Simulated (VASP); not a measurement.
Data:

```yaml
crystal:
  lattice:
    - [0.00000, 2.71550, 2.71550]
    - [2.71550, 0.00000, 2.71550]
    - [2.71550, 2.71550, 0.00000]
  atoms:
    - { symbol: Si, position: [0.00000, 0.00000, 0.00000] }
    - { symbol: Si, position: [0.25000, 0.25000, 0.25000] }
```

These are eigenvalue-self-consistent GW0 on PBE orbitals, VASP's PBE PAW potentials (set 64) (plane waves; VASP 6.6.1) values and carry that method's errors. Run with PREC = Normal, 350 eV cut-off, 4×4×4 Γ-centred mesh, Gaussian smearing of 0.010 eV, potentials Si_GW.

The mesh is coarse and the basis finite, so the quasiparticle values are not converged.

NBANDS = 160, ENCUTGW = 200 eV, NOMEGA = 64, 4 updates of the levels in G. The PBE levels (eV) are:

```
state                           KS energy  filling
------------------------------  ---------  -------
k1 (0.00, 0.00, 0.00), band 1       -6.46        2
k1 (0.00, 0.00, 0.00), band 2        5.51        2
k1 (0.00, 0.00, 0.00), band 3        5.51        2
k1 (0.00, 0.00, 0.00), band 4        5.51        2
k1 (0.00, 0.00, 0.00), band 5        8.05        0
k1 (0.00, 0.00, 0.00), band 6        8.05        0
k1 (0.00, 0.00, 0.00), band 7        8.05        0
k1 (0.00, 0.00, 0.00), band 8        8.87        0
k6 (-0.25, 0.25, 0.00), band 1      -4.42        2
k6 (-0.25, 0.25, 0.00), band 2       0.02        2
k6 (-0.25, 0.25, 0.00), band 3       1.74        2
k6 (-0.25, 0.25, 0.00), band 4       4.17        2
k6 (-0.25, 0.25, 0.00), band 5       7.94        0
k6 (-0.25, 0.25, 0.00), band 6      10.28        0
k6 (-0.25, 0.25, 0.00), band 7      10.64        0
k6 (-0.25, 0.25, 0.00), band 8      11.64        0
k7 (0.50, 0.50, 0.00), band 1       -2.32        2
k7 (0.50, 0.50, 0.00), band 2       -2.32        2
k7 (0.50, 0.50, 0.00), band 3        2.64        2
k7 (0.50, 0.50, 0.00), band 4        2.64        2
k7 (0.50, 0.50, 0.00), band 5        6.20        0
k7 (0.50, 0.50, 0.00), band 6        6.20        0
k7 (0.50, 0.50, 0.00), band 7       15.60        0
k7 (0.50, 0.50, 0.00), band 8       15.60        0
```

Problem. Give the quasiparticle energies and renormalisation factors Z.

Solution. 
| state | QP energy (eV) | Z |
|---|---|---|
| k1 (0.00, 0.00, 0.00), band 1 | -7.11 | 0.69 |
| k1 (0.00, 0.00, 0.00), band 2 | 4.85 | 0.76 |
| k1 (0.00, 0.00, 0.00), band 3 | 4.85 | 0.76 |
| k1 (0.00, 0.00, 0.00), band 4 | 4.85 | 0.76 |
| k1 (0.00, 0.00, 0.00), band 5 | 8.11 | 0.76 |
| k1 (0.00, 0.00, 0.00), band 6 | 8.11 | 0.76 |
| k1 (0.00, 0.00, 0.00), band 7 | 8.11 | 0.76 |
| k1 (0.00, 0.00, 0.00), band 8 | 9.05 | 0.75 |
| k6 (-0.25, 0.25, 0.00), band 1 | -5.09 | 0.69 |
| k6 (-0.25, 0.25, 0.00), band 2 | -0.67 | 0.71 |
| k6 (-0.25, 0.25, 0.00), band 3 | 1.03 | 0.74 |
| k6 (-0.25, 0.25, 0.00), band 4 | 3.49 | 0.75 |
| k6 (-0.25, 0.25, 0.00), band 5 | 7.95 | 0.76 |
| k6 (-0.25, 0.25, 0.00), band 6 | 10.36 | 0.74 |
| k6 (-0.25, 0.25, 0.00), band 7 | 10.59 | 0.75 |
| k6 (-0.25, 0.25, 0.00), band 8 | 11.66 | 0.74 |
| k7 (0.50, 0.50, 0.00), band 1 | -2.98 | 0.69 |
| k7 (0.50, 0.50, 0.00), band 2 | -2.98 | 0.69 |
| k7 (0.50, 0.50, 0.00), band 3 | 1.90 | 0.73 |
| k7 (0.50, 0.50, 0.00), band 4 | 1.90 | 0.73 |
| k7 (0.50, 0.50, 0.00), band 5 | 6.10 | 0.78 |
| k7 (0.50, 0.50, 0.00), band 6 | 6.10 | 0.78 |
| k7 (0.50, 0.50, 0.00), band 7 | 15.64 | 0.72 |
| k7 (0.50, 0.50, 0.00), band 8 | 15.64 | 0.72 |
On the mesh the gap opens from 0.69 to 1.26 eV.

The compound is Si in the diamond structure. The cell was not relaxed at this level. The k-mesh is coarse (spacing up to 0.50 per Å, 2π included), so the numbers may not be converged in it.
